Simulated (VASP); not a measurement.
# Be3CdTe4 (Pmn2_1) in VASP: notebook

Runs on Be3CdTe4. Level: PBE. Tasks: equation of state.

Everything below comes from runs of VASP 6.6.1. Logs are shortened: lines on timing, memory, paths and dates and some standing lists are left out, and cuts for length are marked.

### 1 The structure

It takes space group Pmn2_1 (No. 31, orthorhombic). Conventional cell: a = 8.327 Å, b = 7.183 Å, c = 6.852 Å, α = 90.00°, β = 90.00°, γ = 90.00°. Around Be (site symmetry 1) lie 4 Te at 2.46 to 2.51 Å. Be (site symmetry m) is surrounded by 4 Te at 2.44 to 2.48 Å. Around Cd (site symmetry m) lie 4 Te at 2.82 to 2.83 Å. Te (site symmetry m) has 3 Be at 2.48 to 2.51 Å and 1 Cd at 2.82 Å as nearest neighbours. Te (site symmetry m) has 3 Be at 2.48 Å and 1 Cd at 2.83 Å as nearest neighbours. Around Te (site symmetry 1) lie 3 Be at 2.44 to 2.48 Å.

The cell was built by a generator and needn't be a form met in nature.

### 2 Equation of state, PBE, 25.62 Å³/atom

The input, INCAR:

```
PREC = Accurate
ENCUT = 520
EDIFF = 1E-6
ISMEAR = 0
SIGMA = 0.03
LREAL = False
LASPH = True
NELM = 100
ALGO = Normal
ISIF = 4
LWAVE = False
LCHARG = False
GGA = PE
IBRION = 2
NSW = 30
EDIFFG = -0.02
KPAR = 8
```

The input, KPOINTS:

```
regular mesh
0
Gamma
  4 4 4
```

The input, POSCAR:

```
Be3CdTe4
1.0
    8.3273800000      0.0000000000      0.0000000000
    0.0000000000      7.1831800000      0.0000000000
    0.0000000000      0.0000000000      6.8522300000
Be Cd Te
6 2 8
Direct
    0.7510260000      0.6626840000      0.4992460000
    0.2489740000      0.6626840000      0.4992460000
    0.5000000000      0.8204890000      0.9998030000
    0.0000000000      0.1795110000      0.4998030000
    0.2510260000      0.3373160000      0.9992460000
    0.7489740000      0.3373160000      0.9992460000
    0.0000000000      0.8366290000      0.0052420000
    0.5000000000      0.1633710000      0.5052420000
    0.0000000000      0.8432310000      0.4161050000
    0.5000000000      0.7945780000      0.3605610000
    0.7270620000      0.6514230000      0.8601190000
    0.2729380000      0.6514230000      0.8601190000
    0.2270620000      0.3485770000      0.3601190000
    0.7729380000      0.3485770000      0.3601190000
    0.5000000000      0.1567690000      0.9161050000
    0.0000000000      0.2054220000      0.8605610000
```

Potentials or basis: VASP PAW PBE potentials, release 64 (Be, Cd, Te).

Started as:

```console
> cat potpaw_PBE.64/Be/POTCAR potpaw_PBE.64/Cd/POTCAR potpaw_PBE.64/Te/POTCAR > POTCAR
> mpirun -np 8 vasp_std > vasp.out
```

OUTCAR:

```text
PREC = Accurate
   ENCUT = 520
   EDIFF = 1E-6
   ISMEAR = 0
   LREAL = False
   LASPH = True
   NELM = 100
   ISIF = 4
   GGA = PE
   IBRION = 2
   NSW = 30
   EDIFFG = -0.02

 ion  position               nearest neighbor table
   1  0.751  0.663  0.499-  14 2.46  11 2.48  10 2.48   9 2.51
   2  0.249  0.663  0.499-  13 2.46  12 2.48  10 2.48   9 2.51
   3  0.500  0.820  1.000-  11 2.44  12 2.44  10 2.48  15 2.48
   4  0.000  0.180  0.500-  13 2.44  14 2.44  16 2.48   9 2.48
   5  0.251  0.337  0.999-  12 2.46  13 2.48  16 2.48  15 2.51
   6  0.749  0.337  0.999-  11 2.46  14 2.48  16 2.48  15 2.51
[... 8 lines left out ...]
  15  0.500  0.157  0.916-   3 2.48   5 2.51   6 2.51   8 2.82
  16  0.000  0.205  0.861-   4 2.48   5 2.48   6 2.48   7 2.83

  LATTYP: Found a simple orthorhombic cell.
 ALAT       =     6.8522300000
 B/A-ratio  =     1.0482981453
 C/A-ratio  =     1.2152802810

  Lattice vectors:

 A1 = (   0.0000000000,   0.0000000000,  -6.8522300000)
 A2 = (   0.0000000000,   7.1831800000,   0.0000000000)
 A3 = (   8.3273800000,   0.0000000000,   0.0000000000)

Analysis of symmetry for initial positions (statically):
=====================================================================
 Subroutine PRICEL returns:
 Original cell was already a primitive cell.

 Routine SETGRP: Setting up the symmetry group for a
 simple orthorhombic supercell.

 Subroutine GETGRP returns: Found  4 space group operations
 (whereof  2 operations were pure point group operations)
 out of a pool of  8 trial point group operations.

The static configuration has the point symmetry C_1h.
 The point group associated with its full space group is C_2v.

Analysis of symmetry for dynamics (positions and initial velocities):
=====================================================================
 Subroutine PRICEL returns:
 Original cell was already a primitive cell.

 Routine SETGRP: Setting up the symmetry group for a
 simple orthorhombic supercell.

 Subroutine GETGRP returns: Found  4 space group operations
 (whereof  2 operations were pure point group operations)
 out of a pool of  8 trial point group operations.

The dynamic configuration has the point symmetry C_1h.
 The point group associated with its full space group is C_2v.

 Subroutine INISYM returns: Found  4 space group operations
 (whereof  2 operations are pure point group operations),
 and found     1 'primitive' translations

----------------------------------------------------------------------------------------

                                     Primitive cell

  volume of cell :     409.8803

  direct lattice vectors                    reciprocal lattice vectors
     8.327380000  0.000000000  0.000000000     0.120085789  0.000000000  0.000000000
     0.000000000  7.183180000  0.000000000     0.000000000  0.139214109  0.000000000
     0.000000000  0.000000000  6.852230000     0.000000000  0.000000000  0.145937892

  length of vectors
     8.327380000  7.183180000  6.852230000     0.120085789  0.139214109  0.145937892

  position of ions in fractional coordinates (direct lattice)
     0.751026000  0.662684000  0.499246000
     0.248974000  0.662684000  0.499246000
     0.500000000  0.820489000  0.999803000
     0.000000000  0.179511000  0.499803000
     0.251026000  0.337316000  0.999246000
     0.748974000  0.337316000  0.999246000
[... 8 lines left out ...]
     0.500000000  0.156769000  0.916105000
     0.000000000  0.205422000  0.860561000

  ion indices of the primitive-cell ions
   primitive index   ion index
                 1           1
                 2           2
                 3           3
                 4           4
                 5           5
                 6           6
[... 8 lines left out ...]
                15          15
                16          16

----------------------------------------------------------------------------------------

 KPOINTS: regular mesh

Automatic generation of k-mesh.
 Grid dimensions read from file:
 generate k-points for:    4    4    4

 Generating k-lattice:

  Cartesian coordinates                     Fractional coordinates (reciprocal lattice)
     0.030021447  0.000000000  0.000000000     0.250000000  0.000000000  0.000000000
     0.000000000  0.034803527  0.000000000     0.000000000  0.250000000  0.000000000
     0.000000000  0.000000000  0.036484473     0.000000000  0.000000000  0.250000000

  Length of vectors
     0.030021447  0.034803527  0.036484473

  Shift w.r.t. Gamma in fractional coordinates (k-lattice)
     0.000000000  0.000000000  0.000000000

 Subroutine IBZKPT returns following result:
 ===========================================

 Found     27 irreducible k-points:

 Following reciprocal coordinates:
            Coordinates               Weight
  0.000000  0.000000  0.000000      1.000000
  0.250000  0.000000  0.000000      2.000000
  0.500000  0.000000  0.000000      1.000000
  0.000000  0.250000  0.000000      2.000000
  0.250000  0.250000  0.000000      4.000000
  0.500000  0.250000  0.000000      2.000000
[... 16 lines left out ...]
  0.250000  0.250000  0.500000      4.000000
  0.500000  0.250000  0.500000      2.000000
 [... further k-points ...]
   k-points           NKPTS =     27   k-points in BZ     NKDIM =     27   number of bands    NBANDS=     51
   number of dos      NEDOS =    301   number of ions     NIONS =     16
   total plane-waves  NPLWV = 186624
   dimension x,y,z NGX =    64 NGY =   54 NGZ =   54
   dimension x,y,z NGXF=   128 NGYF=  108 NGZF=  108
   ions per type =               6   2   8
   NGX,Y,Z   is equivalent  to a cutoff of  12.78, 12.50, 13.10 a.u.
   NGXF,Y,Z  is equivalent  to a cutoff of  25.55, 25.00, 26.20 a.u.
 SYSTEM =  unknown system
   PREC   = accura    normal or accurate (medium, high low for compatibility)
   ISTART =      0    job   : 0-new  1-cont  2-samecut
   ICHARG =      2    charge: 1-file 2-atom 10-const
   ISPIN  =      1    spin polarized calculation?
   LNONCOLLINEAR =      F non collinear calculations
   LSORBIT =      F    spin-orbit coupling
   LASPH  =      T    aspherical Exc in radial PAW
   ENCUT  =  520.0 eV  38.22 Ry    6.18 a.u.  15.48 13.36 12.74*2*pi/ulx,y,z
   NELM   =    100;   NELMIN=  2; NELMDL= -5     # of ELM steps
   EDIFF  = 0.1E-05   stopping-criterion for ELM
   LREAL  =      F    real-space projection
   EDIFFG = -.2E-01   stopping-criterion for IOM
   NSW    =     30    number of steps for IOM
   IBRION =      2    ionic relax: 0-MD 1-quasi-New 2-CG
   NFREE  =      1    steps in history (QN), initial steepest desc. (CG)
   ISIF   =      4    stress and relaxation
   ISYM   =      2    0-nonsym 1-usesym 2-fastsym
   POTIM  = 0.5000    time-step for ionic-motion
   TEBEG  =    0.0;   TEEND  =   0.0 temperature during run
   PSTRESS=    0.0 pullay stress
   NELECT =      84.0000    total number of electrons
   NUPDOWN=      -1.0000    fix difference up-down
   EMIN   =  10.00;   EMAX   =-10.00  energy-range for DOS
   EFERMI =   0.00;   METHOD = LEGACY
   ISMEAR =     0;   SIGMA  =   0.03  broadening in eV -4-tet -1-fermi 0-gaus
   EFERMI_NEDOS =   21; number of points for ismear=-14 and -15
   IALGO  =     38    algorithm
   IMIX   =      4    mixing-type and parameters
     AMIX     =   0.40;   BMIX     =  1.00
     AMIX_MAG =   1.60;   BMIX_MAG =  1.00
  volume/ion in A,a.u.               =      25.62       172.88
  Fermi-wavevector in a.u.,A,eV,Ry     =   0.965196  1.823956 12.675236  0.931604
  Thomas-Fermi vector in A             =   2.094892
   LORBIT       =      0    0 simple, 1 ext, 2 COOP (PROOUT), +10 PAW based schemes
   GGA     = PE    functional components
   LHFCALC =     F    Hartree Fock is set to
   AEXX    =    0.0000 exact exchange contribution
   IVDW    =     0    specifies the selected vdW correction
   LEPSILON=     F    determine dielectric tensor
   LRPA    =     F    only Hartree local field effects (RPA)
 conjugate gradient relaxation of ions
 non-spin polarized calculation
 Gauss-broadening in eV      SIGMA  =   0.03
  energy-cutoff  :      520.00
  volume of cell :      409.88
 maximum number of plane-waves:     11069
 NGX is ok and might be reduce to    64
   NGX = 31   NGY = 27   NGZ = 25

 number of electron      84.0000006 magnetization

 Free energy of the ion-electron system (eV)
  ---------------------------------------------------
  ext. energy  EPLUGINS =         0.00000000
  ---------------------------------------------------
  free energy    TOTEN  =       -54.81681201 eV

  energy without entropy =      -54.81681201  energy(sigma->0) =      -54.81681201

 E-fermi :   4.3021     XC(G=0):  -8.8760

 val. band max:        4.1309393863   @ k =   0.0000   0.0000   0.0000
 cond. band min:       5.9250848287   @ k =   0.0000   0.5000   0.0000
 fundamental gap:      1.7941454424
 Fermi energy:         4.3020921735

 k-point     1 :       0.0000    0.0000    0.0000
  band No.  band energies     occupation
      1      -7.8147      2.00000
      2      -6.9212      2.00000
      3      -6.8328      2.00000
      4      -6.7935      2.00000
      5      -6.6354      2.00000
      6      -6.4528      2.00000
[... 43 lines left out ...]
     50       7.8160      0.00000
     51       7.9833      0.00000

 k-point     2 :       0.2500    0.0000    0.0000
  band No.  band energies     occupation
      1      -7.7356      2.00000
      2      -7.1987      2.00000
      3      -6.7464      2.00000
      4      -6.6810      2.00000
      5      -6.5430      2.00000
      6      -6.4979      2.00000
[... 43 lines left out ...]
     50       7.8384      0.00000
     51       7.9606      0.00000

 k-point     3 :       0.5000    0.0000    0.0000
  band No.  band energies     occupation
      1      -7.5135      2.00000
      2      -7.5135      2.00000
      3      -6.6238      2.00000
      4      -6.6238      2.00000
      5      -6.5592      2.00000
      6      -6.5592      2.00000
[... 43 lines left out ...]
     50       7.8833      0.00000
     51       8.3181      0.00000
[... 1027 lines left out ...]
 k-point    23 :       0.2500    0.2500    0.5000
  band No.  band energies     occupation
      1      -7.2375      2.00000
      2      -7.2375      2.00000
      3      -6.8239      2.00000
      4      -6.8239      2.00000
      5      -6.6487      2.00000
      6      -6.6487      2.00000
[... 43 lines left out ...]
     50       7.7415      0.00000
     51       7.8648      0.00000

 k-point    24 :       0.5000    0.2500    0.5000
  band No.  band energies     occupation
      1      -7.1279      2.00000
      2      -7.1279      2.00000
      3      -6.9700      2.00000
      4      -6.9700      2.00000
      5      -6.6388      2.00000
      6      -6.6388      2.00000
[... 43 lines left out ...]
     50       7.5063      0.00000
     51       8.4299      0.00000

 [... further k-points ...]
[... 5 lines left out ...]
  --------------------------------------------------------------------------------------
  -------------------------------------------------------------------------------------
  Total        0.0548865      0.0734037     -0.0125434      0.0000000      0.0000000      0.0000000
  in kB        0.2145455      0.2869272     -0.0490308      0.0000000      0.0000000      0.0000000
  external PRESSURE =       0.1508140 kB  Pullay stress =       0.0000000 kB

 VOLUME and BASIS-vectors are now :
 -----------------------------------------------------------------------------
  energy-cutoff  :      520.00
  volume of cell :      409.88
      direct lattice vectors                 reciprocal lattice vectors
     8.327380000  0.000000000  0.000000000     0.120085789  0.000000000  0.000000000
     0.000000000  7.183180000  0.000000000     0.000000000  0.139214109  0.000000000
     0.000000000  0.000000000  6.852230000     0.000000000  0.000000000  0.145937892

 POSITION                                       TOTAL-FORCE (eV/Angst)
 -----------------------------------------------------------------------------------
      6.25408      4.76018      3.42095         0.000836      0.002190      0.003032
      2.07330      4.76018      3.42095        -0.000836      0.002190      0.003032
      4.16369      5.89372      6.85088         0.000000     -0.003865     -0.000480
      0.00000      1.28946      3.42477         0.000000      0.003865     -0.000480
      2.09039      2.42300      6.84706         0.000836     -0.002190      0.003032
      6.23699      2.42300      6.84706        -0.000836     -0.002190      0.003032
[... 8 lines left out ...]
      4.16369      1.12610      6.27736         0.000000     -0.004578     -0.001990
      0.00000      1.47558      5.89676         0.000000      0.001988     -0.002484
 -----------------------------------------------------------------------------------
    total drift:                                0.000000      0.000000      0.000196

  FREE ENERGIE OF THE ION-ELECTRON SYSTEM (eV)
  ---------------------------------------------------
  free  energy   TOTEN  =       -54.8168120072 eV

  energy  without entropy=      -54.8168120072  energy(sigma->0) =      -54.81681201

 reached required accuracy - stopping structural energy minimisation
```

Wall time 2.6 min (8 MPI ranks of Intel Xeon Platinum 8559C (Emerald Rapids), shared host); peak memory 0.75 GiB.

Results:

```
Free energy            : -54.8168 eV
Pressure               : 0.0 GPa
Largest force          : 0.005 eV/Å
Band gap on the k mesh : 1.79 eV, indirect (least direct gap 1.99 eV)
```

Caveat: spin-orbit coupling is left out, which moves the levels of the heavy elements.

### 3 Equation of state, PBE, 24.85 Å³/atom (volume scaled by 0.97)

INCAR is that of step 2.

KPOINTS is that of step 2.

Changes to POSCAR since step 2:

```diff
@@ -2,5 +2,5 @@
 1.0
-    8.3273800000      0.0000000000      0.0000000000
-    0.0000000000      7.1831800000      0.0000000000
-    0.0000000000      0.0000000000      6.8522300000
+    8.2432592992      0.0000000000      0.0000000000
+    0.0000000000      7.1106176652      0.0000000000
+    0.0000000000      0.0000000000      6.7830108231
 Be Cd Te
```

Potentials or basis: VASP PAW PBE potentials, release 64 (Be, Cd, Te).

Started as:

```console
> cat potpaw_PBE.64/Be/POTCAR potpaw_PBE.64/Cd/POTCAR potpaw_PBE.64/Te/POTCAR > POTCAR
> mpirun -np 8 vasp_std > vasp.out
```

It took 4 min on 8 MPI ranks of Intel Xeon Platinum 8559C (Emerald Rapids), shared host; peak memory 0.76 GiB.

Results (log left out):

```
Free energy            : -54.7550 eV
Pressure               : 1.6 GPa
Largest force          : 0.012 eV/Å
Band gap on the k mesh : 1.77 eV, indirect (least direct gap 1.96 eV)
```

Caveat: spin-orbit coupling is left out, which moves the levels of the heavy elements.

### 4 Equation of state, PBE, 26.39 Å³/atom (volume scaled by 1.03)

INCAR is that of step 3.

KPOINTS is that of step 3.

Changes to POSCAR since step 3:

```diff
@@ -2,5 +2,5 @@
 1.0
-    8.2432592992      0.0000000000      0.0000000000
-    0.0000000000      7.1106176652      0.0000000000
-    0.0000000000      0.0000000000      6.7830108231
+    8.4098346694      0.0000000000      0.0000000000
+    0.0000000000      7.2543052197      0.0000000000
+    0.0000000000      0.0000000000      6.9200782739
 Be Cd Te
```

Started as:

```console
> cat potpaw_PBE.64/Be/POTCAR potpaw_PBE.64/Cd/POTCAR potpaw_PBE.64/Te/POTCAR > POTCAR
> mpirun -np 8 vasp_std > vasp.out
```

Run time: 3.3 min. Hardware: 8 MPI ranks of Intel Xeon Platinum 8559C (Emerald Rapids), shared host; peak memory 0.8 GiB.

It converged, with:

* Free energy: -54.7634 eV
* Pressure: -1.4 GPa
* Largest force: 0.020 eV/Å
* Band gap on the k mesh: 1.81 eV, indirect (least direct gap 2.00 eV)

Caveat: spin-orbit coupling is left out, which moves the levels of the heavy elements.

### 5 Equation of state, PBE, 24.08 Å³/atom (volume scaled by 0.94)

INCAR is that of step 4.

KPOINTS is that of step 4.

Changes to POSCAR since step 4:

```diff
@@ -2,5 +2,5 @@
 1.0
-    8.4098346694      0.0000000000      0.0000000000
-    0.0000000000      7.2543052197      0.0000000000
-    0.0000000000      0.0000000000      6.9200782739
+    8.1573857700      0.0000000000      0.0000000000
+    0.0000000000      7.0365433444      0.0000000000
+    0.0000000000      0.0000000000      6.7123493217
 Be Cd Te
```

Started as:

```console
> cat potpaw_PBE.64/Be/POTCAR potpaw_PBE.64/Cd/POTCAR potpaw_PBE.64/Te/POTCAR > POTCAR
> mpirun -np 8 vasp_std > vasp.out
```

Wall time 4.8 min (8 MPI ranks of Intel Xeon Platinum 8559C (Emerald Rapids), shared host); peak memory 0.76 GiB.

Results (log left out):

| Quantity | Value |
| --- | --- |
| Free energy | -54.5590 eV |
| Pressure | 3.5 GPa |
| Largest force | 0.012 eV/Å |
| Band gap on the k mesh | 1.73 eV, indirect (least direct gap 1.92 eV) |

Caveat: spin-orbit coupling is left out, which moves the levels of the heavy elements.

### 6 Equation of state, PBE, 27.15 Å³/atom (volume scaled by 1.06)

INCAR is that of step 5.

KPOINTS is that of step 5.

Changes to POSCAR since step 5:

```diff
@@ -2,5 +2,5 @@
 1.0
-    8.1573857700      0.0000000000      0.0000000000
-    0.0000000000      7.0365433444      0.0000000000
-    0.0000000000      0.0000000000      6.7123493217
+    8.4907034252      0.0000000000      0.0000000000
+    0.0000000000      7.3240624338      0.0000000000
+    0.0000000000      0.0000000000      6.9866215702
 Be Cd Te
```

Potentials or basis: VASP PAW PBE potentials, release 64 (Be, Cd, Te).

Started as:

```console
> cat potpaw_PBE.64/Be/POTCAR potpaw_PBE.64/Cd/POTCAR potpaw_PBE.64/Te/POTCAR > POTCAR
> mpirun -np 8 vasp_std > vasp.out
```

Wall time 6.7 min (8 MPI ranks of Intel Xeon Platinum 8559C (Emerald Rapids), shared host); peak memory 0.82 GiB.

It converged, with:

- Free energy: -54.6121 eV
- Pressure: -2.6 GPa
- Largest force: 0.009 eV/Å
- Band gap on the k mesh: 1.83 eV, indirect (least direct gap 1.99 eV)

Caveat: spin-orbit coupling is left out, which moves the levels of the heavy elements.
